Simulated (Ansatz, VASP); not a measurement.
# Cross-check of Ga14Ge17O55 (amorphous 29Ga2O3-71GeO2 (mol %)) between VASP and Ansatz, part 2 of 2

One calculation is typed for both programs; each brings its own data sets. How far apart do they land? The cell is taken from a series of runs on this material, whose earlier steps may have relaxed, scaled, displaced or heated it; both programs get it as it stands.

VASP 6.6.1 and Ansatz 0.2.0.

So far: The structure; Ansatz: single point, PBE.

## 3. VASP: single point, PBE

Level of this step: PBE; plane waves and PAW (Ga_d, Ge_d, O) (VASP).

The same cell, functional and mesh now go to VASP, with its own data sets.

Lines of VASP's logs that name or quote its potential files are left out, and so is its time.

Input file INCAR:

```
SYSTEM = Ga14Ge17O55
PREC = Accurate
ENCUT = 600
EDIFF = 1E-06
NELM = 120
ISMEAR = 0
SIGMA = 0.01
LREAL = Auto
ALGO = Normal
GGA = PE
NBANDS = 440
LORBIT = 11
LWAVE = .FALSE.
LCHARG = .FALSE.
ISIF = 2
LASPH = .TRUE.
GGA_COMPAT = .FALSE.
EFERMI = MIDGAP
NCORE = 2
```

Input file POSCAR:

```
Ga14Ge17O55
1.0
   10.1233800000      0.0000000000      0.0000000000
    0.0000000000     10.1233800000      0.0000000000
    0.0000000000      0.0000000000     10.1233800000
Ga Ge O
14 17 55
Direct
    0.7366200000      0.2055000000      0.2168400000
    0.2279300000      0.0748600000      0.9615600000
    0.5473800000      0.9942200000      0.3937000000
    0.5406200000      0.0021700000      0.8850300000
    0.7816000000      0.9103400000      0.1543600000
    0.8618100000      0.0111200000      0.4316400000
    0.3078000000      0.5601100000      0.2423100000
    0.6502100000      0.4883500000      0.6238600000
    0.0251000000      0.1224500000      0.1988100000
    0.5789700000      0.6789000000      0.3491900000
    0.8863500000      0.0243000000      0.9152400000
    0.8340600000      0.3761200000      0.4290200000
    0.4550700000      0.3158000000      0.0672100000
    0.3660300000      0.5516000000      0.5472700000
    0.1624000000      0.3076700000      0.4455200000
    0.4081400000      0.7424900000      0.7731000000
    0.6680200000      0.6385300000      0.8838600000
    0.9281400000      0.6901300000      0.5551900000
    0.0803000000      0.0807500000      0.6619300000
    0.4063600000      0.8036100000      0.0945600000
    0.4839800000      0.3373800000      0.3932100000
    0.1421200000      0.5794300000      0.7779800000
    0.2158800000      0.8155400000      0.4877500000
    0.3118400000      0.0660900000      0.2577500000
    0.0750500000      0.8268200000      0.1526000000
    0.7691400000      0.3382500000      0.9421800000
    0.4305900000      0.2616500000      0.7534700000
    0.7507900000      0.1561500000      0.6802900000
    0.0763400000      0.3885000000      0.0387500000
    0.8318200000      0.6135000000      0.1791800000
    0.6801800000      0.8664300000      0.6385600000
    0.3298500000      0.1352000000      0.8079200000
    0.7395800000      0.7426400000      0.2551800000
    0.2273100000      0.4997900000      0.6555700000
    0.4531600000      0.9300800000      0.2144200000
    0.9879100000      0.6770700000      0.1778900000
    0.8273000000      0.2153100000      0.8391800000
    0.7175700000      0.7187100000      0.7409700000
    0.3764900000      0.9181600000      0.9633100000
    0.4755500000      0.6727300000      0.1871300000
    0.5819200000      0.8176600000      0.4818400000
    0.1691700000      0.9893000000      0.1403700000
    0.2615700000      0.6807000000      0.8491000000
    0.8352100000      0.8401000000      0.5389300000
    0.3653200000      0.1557400000      0.1056900000
    0.2386300000      0.7517600000      0.1375000000
    0.4935400000      0.5987400000      0.6934200000
    0.8605100000      0.1108200000      0.0922400000
    0.7963600000      0.4783400000      0.2682800000
    0.0687300000      0.7203800000      0.4600600000
    0.9670000000      0.9347000000      0.2780800000
    0.9534500000      0.8796200000      0.0300500000
    0.9166900000      0.1111300000      0.6007000000
    0.1632400000      0.2089600000      0.5861700000
    0.9011600000      0.3886100000      0.0411700000
    0.7647300000      0.9802800000      0.7646600000
    0.6473700000      0.2849900000      0.3626000000
    0.5433900000      0.5168600000      0.4483100000
    0.3065600000      0.3983600000      0.4185500000
    0.3131700000      0.7686400000      0.6252600000
    0.0234200000      0.3995900000      0.4431600000
    0.1060500000      0.2210200000      0.0400500000
    0.6498400000      0.2807000000      0.0544500000
    0.6663800000      0.9486800000      0.0114100000
    0.4210700000      0.3612600000      0.8916600000
    0.7488100000      0.3178300000      0.6067900000
    0.1731400000      0.1852300000      0.3153100000
    0.6686000000      0.0479100000      0.5534800000
    0.4700700000      0.3285900000      0.6013200000
    0.5220500000      0.8813900000      0.7347600000
    0.0659000000      0.0487000000      0.8296500000
    0.0961300000      0.4642500000      0.8907400000
    0.8972700000      0.1935700000      0.3334400000
    0.1175900000      0.9378100000      0.5822500000
    0.6965400000      0.4666800000      0.8453300000
    0.2765900000      0.9414300000      0.3837000000
    0.5816700000      0.1707100000      0.7829400000
    0.5148500000      0.7079500000      0.9254600000
    0.0066100000      0.6537600000      0.7047600000
    0.4333200000      0.1552100000      0.3646000000
    0.1849000000      0.4531600000      0.1500100000
    0.4546800000      0.4036500000      0.2254600000
    0.3194200000      0.6693200000      0.4006500000
    0.7614900000      0.6363000000      0.0243200000
    0.7075100000      0.0191100000      0.2932600000
    0.8064000000      0.5700900000      0.5281800000
```

Input file KPOINTS:

```
Automatic mesh
0
Gamma
1 1 1
0 0 0
```

PAW data sets: Ga_d, Ge_d and O (PBE family, release 64).

Started as:

```sh
$ mpirun -np 8 vasp_gam
```

Numbers of over 12 decimals in the logs are rounded to 6 here.

Log:

```text
[banner, memory and clock lines left out]
running    8 mpi-ranks, on    1 nodes
[...]
LDA part: xc-table for (Slater+PW92), standard interpolation
 POSCAR, INCAR and KPOINTS ok, starting setup
[...]
entering main loop
       N       E                     dE             d eps       ncg     rms          rms(c)
DAV:   1     0.258967792334E+05    0.25897E+05   -0.26348E+05  1008   0.485E+03
DAV:   2     0.634521203292E+04   -0.19552E+05   -0.18136E+05   880   0.136E+03
DAV:   3     0.553985973341E+03   -0.57912E+04   -0.54545E+04  1064   0.450E+02
DAV:   4    -0.491053501789E+03   -0.10450E+04   -0.10080E+04  1040   0.200E+02
[...]
DAV:  17    -0.516690361415E+03   -0.72856E-05   -0.12335E-04  1272   0.339E-02    0.921E-03
DAV:  18    -0.516690362243E+03   -0.82784E-06   -0.18628E-05  1176   0.182E-02    0.414E-03
DAV:  19    -0.516690363227E+03   -0.98368E-06   -0.62402E-06   832   0.940E-03
   1 F= -.51669036E+03 E0= -.51669036E+03  d E =0.000000E+00
```

Parts of OUTCAR (step 3):

```text
  FREE ENERGIE OF THE ION-ELECTRON SYSTEM (eV)
  ---------------------------------------------------
  free  energy   TOTEN  =      -516.6903632267 eV

  energy  without entropy=     -516.6903632267  energy(sigma->0) =     -516.69036323
```

The run ends at a pressure of -0.90 GPa, with forces up to 2.6 eV/Å.

## 4. Comparison

Known differences besides the potentials themselves: fixed occupations in Ansatz, narrow Gaussian smearing in VASP; the cutoff is 420 eV in Ansatz and 600 eV in VASP (PREC = Accurate, projectors in real space). Total energies have different zeros and are not compared.

Compared:

| quantity | Ansatz | VASP | difference |
| --- | --- | --- | --- |
| pressure (GPa) | -0.72 | -0.90 | +0.18 |
| gap on the k mesh (eV) | 0.562 | 0.541 | +0.021 |

Forces on 9 of the 86 atoms, those with the largest forces and the largest differences (eV/Å; atoms numbered as in POSCAR):

| atom | Ansatz x, y, z | VASP x, y, z |
| --- | --- | --- |
| O32 | -1.506, -2.103, 0.482 | -1.458, -2.062, 0.437 |
| O34 | 0.772, -1.368, -1.521 | 0.727, -1.353, -1.468 |
| O43 | 0.479, 0.976, 1.949 | 0.460, 0.956, 1.930 |
| O49 | -0.498, -1.788, 1.114 | -0.490, -1.710, 1.048 |
| O61 | -1.581, 1.181, -0.128 | -1.487, 1.145, -0.124 |
| O65 | 0.134, 1.591, 1.805 | 0.134, 1.578, 1.742 |
| O66 | 0.096, 2.097, -1.206 | 0.096, 2.049, -1.182 |
| O71 | -0.099, -0.116, 2.274 | -0.082, -0.103, 2.213 |
| O81 | 1.254, 0.934, 1.570 | 1.188, 0.890, 1.506 |

The forces differ by 27 meV/Å r.m.s., which is 3.3 % of the r.m.s. force of 0.811 eV/Å (both taken over all components). A gap on the mesh is an upper bound, since the band edges may lie between its points.

## 5. Outcome

* r.m.s. force difference (single point, PBE): 3.3 % of the r.m.s. force

**Reading.** The r.m.s. force difference is 3.3 % of the r.m.s. force (single point, PBE), beyond the 3 % picked in this series as the mark of a large difference. What causes the difference of the single point, PBE pair stays open here. How closely two codes agree says nothing of how well the functional describes the real material.

[Lines on the potential files, build, host, timing and source positions are cut from VASP's logs without a mark.]

[Logs are printed without paths, hosts, clocks, repeated set-up lines and the standing remarks that a program may print on its own settings, such as how far it seeks lower states.]

[Hosts, paths, dates, database ids (printed as entryN), source tags and the programs' standing remarks are cut or masked in the printed files.]
